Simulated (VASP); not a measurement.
Consider the following.

```xyz
4
Lattice="3.5700 0.0000 0.0000 0.0000 3.5700 0.0000 0.0000 0.0000 3.5700" Properties=species:S:1:pos:R:3 pbc="T T T"
Al     0.0000     0.0000     0.0000
Ni     0.0000     1.7850     1.7850
Ni     1.7850     0.0000     1.7850
Ni     1.7850     1.7850     0.0000
```
Starting moments (μB, in the order of the record's atoms Al Ni Ni Ni): 0.0 0.5 0.5 0.5.

The numbers are results of PBE GGA, VASP's PBE PAW potentials (set 64) (plane waves; VASP), not measurements. Run with 400 eV cut-off, 8×8×8 Γ-centred mesh, first-order Methfessel-Paxton smearing of 0.10 eV, potentials Al Ni.

Predict the cell moment, energy per atom (σ→0), band gap (on the k-mesh) with the smallest direct gap where there is one.

```
Property                                                    Result
------------------------  ----------------------------------------
band gap (on the k-mesh)  none (metal, semimetal or under 0.01 eV)
cell moment                                                0.76 μB
energy per atom (σ→0)                               -5.474 eV/atom
```

Give the moment on each site (PAW-sphere projection).

```csv
site,moment (μB)
Al1,-0.01
Ni2,0.27
Ni3,0.27
Ni4,0.27
```

The absolute energy has meaning only against runs of the same code, potentials and settings.

The compound is Ni3Al in the L1_2 structure. The cell was not relaxed at this level.
